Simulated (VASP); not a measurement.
**MoTe2: stress against strain**

MoTe2 (2H layered, P6_3/mmc, 24.603 Å³/atom and stress up to 0.13 GPa in the relaxed cell, c along z) under a strain ε along c (axis z), the other axes held. PBEsol in VASP (plane waves, PAW), 480 eV, 12×12×4 Γ-centred mesh, Gaussian smearing 0.05 eV; ions are relaxed, or left where forces stay under 0.02 eV/Å, within the symmetry of each cell. Stress is positive for a compressed cell.

Here s stands for strain and y for stress zz.

| strain (%) | stress zz (GPa) |
|---|---|
| -1.50 | 0.79 |
| -1.00 | 0.53 |
| -0.50 | 0.28 |
| 0.00 | 0.12 |
| 0.50 | -0.12 |
| 1.00 | -0.28 |
| 1.50 | -0.41 |
| 3.00 | ? |

Task: Using a straight line, estimate the missing y at s = 3.00 from the other rows, showing the fit.

Result: Means: s 0, y 0.130. About the means, the sum of products is -2.8100 and the sum of squares of s is 7.0000; the slope is their ratio. Least squares gives y = 0.130 - 0.4014·s. Residuals (row less fit): 0.058, -0.001, -0.051, -0.010, -0.049, -0.009, 0.062; standard error 0.050 (degrees of freedom: 5). The slope gives the elastic constant C33 = 40 ± 2 GPa (± standard error of the fit, which holds the terms cut off). At the withheld row, y = 0.130 - 0.4014 × 3.0 = -1.074 GPa. The calculation gives -0.73 GPa, 0.344 GPa above the prediction (22.6 % of the range of y in the table). The row lies outside the fitted rows, so this is an extrapolation. From the scatter of the fitted rows alone, a prediction at this place has a standard error of 0.078 GPa, so the miss is 4.4 times that.

A polynomial of degree 2 through the 12 other runs of the series gives -0.70 there, so most of the miss is curvature that the fit leaves out. Spin-orbit coupling is left out, which can shift these values for the heavy elements here. For MoTe2: without a dispersion term in the relaxation, distances and binding between the weakly bound layers, chains or molecules are unreliable, and so is what depends on them. Rows are the converged runs of the series near zero and its far end, less any whose ions stayed unrelaxed beside relaxed ones; series whose fitted rows scatter by over a few per cent of the range, as at a crossing or softening among them, aren't shown in this form. Most that stay on the fit to the last digits aren't either.
